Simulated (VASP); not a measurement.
Set up this calculation in VASP 6.6.1, as the native input.

```yaml
Task: relaxation of cell and atoms
Functional: PBE
Dispersion: D3(BJ)
Potentials_or_basis: VASP PAW PBE potentials, release 64 (Mo_sv, S)
Cutoff: 600 eV
k_mesh: 12 × 12 × 3
Occupations: gaussian, width 0.03 eV
Spin: no spin polarisation
Further_INCAR_settings: ALGO = Normal; EDIFF = 1e-06; IBRION = 2; EDIFFG = -0.01; NSW = 90; ISIF = 3
```

The structure of MoS2 lies in POSCAR:

```
MoS2
1.0
    3.1690000000      0.0000000000      0.0000000000
   -1.5845000000      2.7444345046      0.0000000000
    0.0000000000      0.0000000000     12.3240000000
Mo S
2 4
Direct
    0.3333333333      0.6666666667      0.2500000000
    0.6666666667      0.3333333333      0.7500000000
    0.3333333333      0.6666666667      0.6230000000
    0.6666666667      0.3333333333      0.1230000000
    0.3333333333      0.6666666667      0.8770000000
    0.6666666667      0.3333333333      0.3770000000
```

These files were run (other wordings do the same):

INCAR

```
ALGO = Normal ; EDIFF = 1E-6
EDIFFG = -0.01 ; ENCUT = 600
GGA = PE ; IBRION = 2
ISIF = 3 ; ISMEAR = 0
IVDW = 12 ; KPAR = 2
LASPH = True ; LCHARG = False
LREAL = False ; LWAVE = False
NELM = 80 ; NSW = 90
PREC = Accurate ; SIGMA = 0.03
```

KPOINTS

```
k-points
0
Gamma
  12 12 3
```

Potentials or basis: VASP PAW PBE potentials, release 64 (Mo_sv, S).

Run with:

```sh
$ cat potpaw_PBE.64/Mo_sv/POTCAR potpaw_PBE.64/S/POTCAR > POTCAR
$ mpirun -np 2 vasp_std > vasp.out
```

Results of the run:

```
Relaxed volume                         : 17.30 Å³/atom
Relaxed cell                           : a = 3.149 Å, b = 3.149 Å, c = 12.089 Å, α = 90.00°, β = 90.00°, γ = 120.00°
Space group after relaxing (to 0.05 Å) : P6_3/mmc (No. 194)
Energy gained by relaxing              : 2.8 meV/atom
Ionic steps                            : 11
Pressure after relaxing                : 0.0 GPa
Band gap on the k mesh                 : 0.80 eV, indirect (least direct gap 1.71 eV)
Dispersion energy per atom             : -0.438 eV
```

Caveat: an odd mesh through Γ misses points on the zone boundary, where band edges often lie.

Wall time 7.8 min on 2 MPI ranks on Intel(R) Xeon(R) Platinum 8488C (Sapphire Rapids) (shared host), peak memory 0.34 GiB a rank.
